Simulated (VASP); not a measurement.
Calculation: revPBE GGA, VASP's PBE PAW potentials (set 64) (plane waves; VASP 6.6.1).

VASP input:

File KPOINTS:
```
Automatic mesh
0
Gamma
7 7 7
0 0 0
```

### POSCAR
```
CaF2
1
    0.0000000000     2.7956752276     2.7956752276
    2.7956752276     0.0000000000     2.7956752276
    2.7956752276     2.7956752276     0.0000000000
Ca F
1 2
Direct
  1.0000000000   0.0000000000   0.0000000000
  0.2500000000   0.2500000000   0.2500000000
  0.7500000000   0.7500000000   0.7500000000
```

### INCAR
```
SYSTEM = CaF2
PREC = Accurate
ENCUT = 520
EDIFF = 1E-7
NELM = 100
ALGO = Normal
LREAL = .FALSE.
LASPH = .TRUE.
ISMEAR = 0
SIGMA = 0.05
GGA = RE
LWAVE = .FALSE.
LCHARG = .FALSE.
ISIF = 2
```

POTCAR, in this order: Ca_sv F (PBE.64 set). Program: vasp_std.

Question: What will the output report for the number of irreducible k-points (NKPTS), largest plane-wave count, number of space-group operations, FFT grid (NGX, NGY, NGZ)?

Answer: 
| Property | Result |
|---|---|
| number of irreducible k-points (NKPTS) | 20 |
| largest plane-wave count | 1243 |
| number of space-group operations | 48 |
| FFT grid (NGX, NGY, NGZ) | 30 × 30 × 30 |

The compound is CaF2 in the fluorite structure. It was relaxed first, which changed the volume by +7 %.
